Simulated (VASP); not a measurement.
Here is the system:

```yaml
crystal:
  lattice:
    - [1.62511, -2.81477, 0.00000]
    - [1.62511, 2.81477, 0.00000]
    - [0.00000, 0.00000, 12.70507]
  atoms:
    - { symbol: Mo, position: [0.33333, 0.66667, 0.25000] }
    - { symbol: Mo, position: [0.66667, 0.33333, 0.75000] }
    - { symbol: Se, position: [0.33333, 0.66667, 0.88068] }
    - { symbol: Se, position: [0.66667, 0.33333, 0.38068] }
    - { symbol: Se, position: [0.66667, 0.33333, 0.11932] }
    - { symbol: Se, position: [0.33333, 0.66667, 0.61932] }
```

These are LDA (Ceperley-Alder, Perdew-Zunger) with spin-orbit coupling, VASP's LDA PAW potentials (set 64) (plane waves; VASP) values and carry that method's errors. Numerical set-up: 400 eV cut-off, 7×7×2 Γ-centred mesh, Gaussian smearing of 0.050 eV, potentials Mo_sv Se.

The path is coarsely sampled, so an indirect gap can come out somewhat too large.

### Question
Give the energies of bands 47 to 60 at the high-symmetry points, in eV from the valence-band maximum.

### Answer

| band | Γ | M | K | A | L | H |
|---|---|---|---|---|---|---|
| 47 | -1.27 | -1.24 | -2.40 | -1.49 | -1.23 | -2.66 |
| 48 | -1.27 | -1.24 | -2.40 | -1.49 | -1.23 | -2.66 |
| 49 | -0.74 | -1.13 | -0.64 | -0.18 | -1.02 | -0.59 |
| 50 | -0.74 | -1.13 | -0.64 | -0.18 | -1.02 | -0.59 |
| 51 | 0.00 | -0.87 | -0.32 | -0.18 | -1.02 | -0.41 |
| 52 | 0.00 | -0.87 | -0.32 | -0.18 | -1.02 | -0.41 |
| 53 | 2.38 | 1.57 | 1.15 | 2.40 | 1.59 | 1.15 |
| 54 | 2.38 | 1.57 | 1.15 | 2.40 | 1.59 | 1.15 |
| 55 | 2.46 | 1.62 | 1.16 | 2.40 | 1.59 | 1.18 |
| 56 | 2.46 | 1.62 | 1.16 | 2.41 | 1.59 | 1.18 |
| 57 | 2.59 | 1.81 | 1.46 | 2.67 | 2.03 | 2.02 |
| 58 | 2.60 | 1.81 | 1.46 | 2.67 | 2.03 | 2.02 |
| 59 | 2.67 | 2.21 | 2.63 | 2.70 | 2.03 | 2.02 |
| 60 | 2.69 | 2.21 | 2.64 | 2.73 | 2.03 | 2.02 |

The gap is indirect, 0.72 eV, from the valence maximum at Γ to the conduction minimum at K-Γ at 0.50.

The compound is MoSe2 in the 2H layered structure. It was relaxed first.
